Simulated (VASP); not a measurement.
All values below come from PBE GGA, VASP's PBE PAW potentials (set 64) (plane waves; VASP 6.6.1).

A VASP calculation is set up with these files.

### POSCAR
```
ZrB
1
    3.1437910000     0.0000000000     0.0000000000
   -1.5718960000     2.7226020000     0.0000000000
    0.0000000000     0.0000000000     3.0681840000
Zr B
1 1
Direct
  0.0000000000   0.0000000000   0.0000000000
  0.6666670000   0.3333330000   0.5000000000
```

### INCAR
```
SYSTEM = ZrB
PREC = Accurate; ENCUT = 400; LREAL = .False.
LASPH = .True.
EDIFF = 1E-6; NELM = 100; ALGO = Normal
LMAXMIX = 4
ISMEAR = 0; SIGMA = 0.136
GGA = PE
ISIF = 2
LWAVE = .False.; LCHARG = .False.
```

**KPOINTS**
```
Automatic mesh
0
Gamma
6 6 6
0 0 0
```

POTCAR, in this order: Zr_sv B (PBE.64 set). Program: vasp_std.

**Question.** What will the output report for the number of irreducible k-points (NKPTS), largest plane-wave count, number of space-group operations, FFT grid (NGX, NGY, NGZ)?

**Answer.** 
The number of irreducible k-points (NKPTS) comes out as 28, the largest plane-wave count is 486 and the number of space-group operations is 12. The FFT grid (NGX, NGY, NGZ) is 24 × 24 × 20.

The structure was generated: ZrB was put into an ordered model structure, which need not be its known phase. The cell was not relaxed at this level. The k-mesh is coarse (spacing up to 0.38 per Å, 2π included), so the numbers may not be converged in it. The electron count is odd and the run is not spin-polarised, which forces a metal.
